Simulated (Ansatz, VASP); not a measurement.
# Two plane-wave programs on BeAs2

```
Be As
1.0
     0.00000    3.06693    3.06693
     3.06693    0.00000    3.06693
     3.06693    3.06693    0.00000
Be As
1 2
Direct
  0.75000 0.75000 0.75000
  0.25000 0.25000 0.25000
  0.00000 0.00000 0.00000
```

Alike in both runs: functional PBE; k mesh 6 × 6 × 6; occupations gaussian, width 0.1 eV; no spin polarisation.

Ansatz relaxed the structure, and its values are those at the end. VASP's run is a single point on that final structure, the one shown.

|  | VASP | Ansatz |
| --- | --- | --- |
| version | VASP 6.6.1 | Ansatz 0.2.0 |
| potentials or method | VASP PAW PBE potentials, release 64 (Be, As) | scalar-relativistic, plane waves, PAW |
| plane-wave cutoff (eV) | 520 | 420 |
| valence electrons in the cell | 12 | 32 |

|  | VASP | Ansatz | Ansatz less VASP |
| --- | --- | --- | --- |
| gap on the k mesh at the Fermi level (eV) | none | none | - |
| pressure (GPa) | 0.3 | 0.1 | -0.16 |

A gap of «none» marks a metal or a gap that the smearing closes. The two sets of potentials don't hold the same shells in valence.
